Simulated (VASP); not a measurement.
These are PBE GGA, VASP's PBE PAW potentials (set 64) (plane waves; VASP) values and carry that method's errors.

Input for VASP

### POSCAR
```
Li3Cr
1
    3.8897160000     0.0000000000     0.0000000000
    0.0000000000     3.8897160000     0.0000000000
    0.0000000000     0.0000000000     3.8897160000
Li Cr
3 1
Direct
 -0.0089860000   0.4836670000   0.4850370000
  0.5039760000   0.5104890000   0.0066830000
  0.5044800000  -0.0005360000   0.4900170000
  0.0005300000   0.0063810000   0.0182630000
```

**INCAR**
```
SYSTEM = Li3Cr
PREC = Accurate
ENCUT = 400
EDIFF = 1E-6
NELM = 100
ALGO = Normal
LREAL = .FALSE.
LASPH = .TRUE.
ISMEAR = 0
SIGMA = 0.1
GGA = PE
LMAXMIX = 4
LWAVE = .FALSE.
LCHARG = .FALSE.
ISIF = 2
ISPIN = 2
MAGMOM = 0.0 0.0 0.0 3.0
LORBIT = 11
```

### KPOINTS
```
Automatic mesh
0
Gamma
6 6 6
0 0 0
```

POTCAR, in this order: Li_sv Cr_pv (PBE.64 set). Program: vasp_std.

At this cut-off the stress carries a Pulay error, which pulls relaxed volumes low. The moments were started parallel, and other spin orders were not tried in this run.

**Question.** What does the run give for the energy per atom (σ→0), cell moment, pressure, largest force, band gap (on the k-mesh)?

**Answer.** 
| Property | Result |
|---|---|
| energy per atom (σ→0) | -3.331 eV/atom |
| cell moment | 4.56 μB |
| band gap (on the k-mesh) | none (metal, semimetal or under 0.01 eV) |
| pressure | 2.86 GPa |
| largest force | 0.565 eV/Å |

File OSZICAR:
```
...
DAV:  15    -0.133217256895E+02    0.53747E-02   -0.17094E-02  7976   0.710E-01    0.663E-01
DAV:  16    -0.133273859933E+02   -0.56603E-02   -0.55003E-03  8000   0.512E-01    0.175E-01
DAV:  17    -0.133275975270E+02   -0.21153E-03   -0.46473E-04  9672   0.123E-01    0.521E-02
DAV:  18    -0.133275978445E+02   -0.31751E-06   -0.72610E-05  8368   0.670E-02    0.406E-02
DAV:  19    -0.133276068262E+02   -0.89817E-05   -0.57006E-05  8352   0.408E-02    0.123E-02
DAV:  20    -0.133276094075E+02   -0.25812E-05   -0.42298E-06  8456   0.134E-02    0.295E-03
DAV:  21    -0.133276094428E+02   -0.35320E-07   -0.33555E-07  4144   0.406E-03
   1 F= -.13327609E+02 E0= -.13323312E+02  d E =-.859528E-02  mag=     4.5559
```

The structure was generated: Li3Cr was put into an ordered model structure, which need not be its known phase. The cell was not relaxed at this level, atoms are displaced from their ideal sites.
